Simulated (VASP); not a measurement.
RuAl (CsCl type) is relaxed at rising pressure, each step from the one before. Symmetry mostly holds the structure type, and other phases were not tried. The mesh follows the cell, and a change of mesh leaves a small step in the series.

```xyz
2
Lattice="3.0031 0.0000 0.0000 0.0000 3.0031 0.0000 0.0000 0.0000 3.0031" Properties=species:S:1:pos:R:3 pbc="T T T"
Al     1.5015     1.5015     1.5015
Ru     0.0000     0.0000     0.0000
```

Calculation: PBE GGA, VASP's PBE PAW potentials (set 64) (plane waves; VASP). Run with 500 eV cut-off, 12×12×12 Γ-centred mesh, first-order Methfessel-Paxton smearing of 0.10 eV, potentials Al Ru_pv.

| P (GPa) | V (Å³/atom) | H − H(0) (eV/atom) | space group | gap on the mesh (eV) | k-mesh |
|---|---|---|---|---|---|
| 0 | 13.54 | 0.000 | Pm-3m | 0.00 | 12×12×12 |
| 5 | ? | ? | Pm-3m | 0.00 | 12×12×12 |
| 10 | 12.96 | 0.826 | Pm-3m | 0.00 | 12×12×12 |
| 20 | ? | ? | Pm-3m | 0.00 | 12×12×12 |
| 30 | 12.08 | 2.388 | Pm-3m | 0.00 | 13×13×13 |
| 45 | 11.59 | 3.495 | Pm-3m | 0.00 | 13×13×13 |

Q: Complete the blanks.

A: 
- 20, V (Å³/atom): 12.48
- 20, H − H(0) (eV/atom): 1.620
- 5, V (Å³/atom): 13.23
- 5, H − H(0) (eV/atom): 0.418

Pressures at which the relaxation failed are left out.

The compound is RuAl in the CsCl type structure. The electron count is odd and the run is not spin-polarised, which forces a metal.
